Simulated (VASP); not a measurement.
OSZICAR of a VASP run on BaLiF₃ (space group Pm-3m):

### OSZICAR
```
       N       E                     dE             d eps       ncg     rms          rms(c)
DAV:   1     0.213019095598E+03    0.21302E+03   -0.19450E+04   420   0.167E+03
DAV:   2    -0.545842053118E+02   -0.26760E+03   -0.26183E+03   549   0.383E+02
DAV:   3    -0.680956924132E+02   -0.13511E+02   -0.13482E+02   621   0.817E+01
DAV:   4    -0.688806249581E+02   -0.78493E+00   -0.78415E+00   639   0.126E+01
DAV:   5    -0.688901093244E+02   -0.94844E-02   -0.94843E-02   567   0.132E+00    0.831E+00
DAV:   6    -0.589898142369E+02    0.99003E+01   -0.37948E+00   480   0.167E+01    0.370E+00
DAV:   7    -0.565213170949E+02    0.24685E+01   -0.21915E+00   475   0.157E+01    0.209E+00
DAV:   8    -0.606557693989E+02   -0.41345E+01   -0.13323E+00   435   0.122E+01    0.119E+00
DAV:   9    -0.563050445844E+02    0.43507E+01   -0.90244E-01   430   0.759E+00    0.125E+00
DAV:  10    -0.569297805129E+02   -0.62474E+00   -0.41409E-01   470   0.596E+00    0.356E-01
DAV:  11    -0.568137815334E+02    0.11600E+00   -0.20128E-02   592   0.128E+00    0.416E-01
DAV:  12    -0.570623004178E+02   -0.24852E+00   -0.10933E-01   440   0.301E+00    0.136E-01
DAV:  13    -0.570652535017E+02   -0.29531E-02   -0.42671E-03   495   0.687E-01    0.612E-02
DAV:  14    -0.570646200676E+02    0.63343E-03   -0.50824E-04   589   0.221E-01    0.526E-02
DAV:  15    -0.570643283396E+02    0.29173E-03   -0.86557E-04   475   0.252E-01    0.229E-02
DAV:  16    -0.570649637645E+02   -0.63542E-03   -0.12997E-04   494   0.124E-01    0.171E-02
DAV:  17    -0.570651706595E+02   -0.20689E-03   -0.11947E-04   465   0.107E-01    0.746E-03
DAV:  18    -0.570651676185E+02    0.30410E-05   -0.51055E-06   495   0.212E-02    0.321E-03
DAV:  19    -0.570651714488E+02   -0.38302E-05   -0.69984E-07   340   0.102E-02    0.257E-03
DAV:  20    -0.570651755855E+02   -0.41367E-05   -0.18061E-06   320   0.169E-02    0.105E-03
DAV:  21    -0.570651759018E+02   -0.31637E-06   -0.40766E-07   290   0.536E-03
   1 F= -.57065176E+02 E0= -.57065176E+02  d E =-.570652E+02
       N       E                     dE             d eps       ncg     rms          rms(c)
DAV:   1    -0.571318565366E+02   -0.66681E-01   -0.14459E+00   420   0.103E+01    0.201E+00
DAV:   2    -0.570722659983E+02    0.59591E-01   -0.25888E-01   420   0.384E+00    0.379E-01
DAV:   3    -0.570688529606E+02    0.34130E-02   -0.83545E-03   527   0.737E-01    0.191E-01
DAV:   4    -0.570644386914E+02    0.44143E-02   -0.61129E-03   542   0.834E-01    0.828E-02
DAV:   5    -0.570673550727E+02   -0.29164E-02   -0.35816E-03   420   0.718E-01    0.262E-02
DAV:   6    -0.570673004163E+02    0.54656E-04   -0.16703E-03   420   0.509E-01    0.241E-02
DAV:   7    -0.570690860868E+02   -0.17857E-02   -0.45193E-04   430   0.253E-01    0.852E-03
DAV:   8    -0.570691510752E+02   -0.64988E-04   -0.97446E-05   460   0.113E-01    0.462E-03
DAV:   9    -0.570691800477E+02   -0.28973E-04   -0.12608E-05   435   0.409E-02    0.131E-03
DAV:  10    -0.570691806910E+02   -0.64323E-06   -0.73209E-07   340   0.106E-02
   2 F= -.57069181E+02 E0= -.57069181E+02  d E =-.400479E-02
```

### Question
Which electronic solver shows in the log?

### Answer
It is blocked Davidson (ALGO = Normal, or the opening steps of other solvers). The INCAR had ALGO = Normal.

### Question
Can the final energy be trusted as converged?

### Answer
Self-consistency was reached. It stopped with EDIFF = 1E-6, NELM = 100, NSW = 60 and EDIFFG = -0.02 after 2 ionic steps (r2SCAN meta-GGA, plane waves, VASP's PBE PAW potentials (set 64)).

The structure comes from a computed database's BaLiF3 entry (Pm-3m); how it stands against other phases isn't given here. This run relaxes it. Symmetry was kept, so distortions that lower it aren't found. The start is the result of an earlier pass.
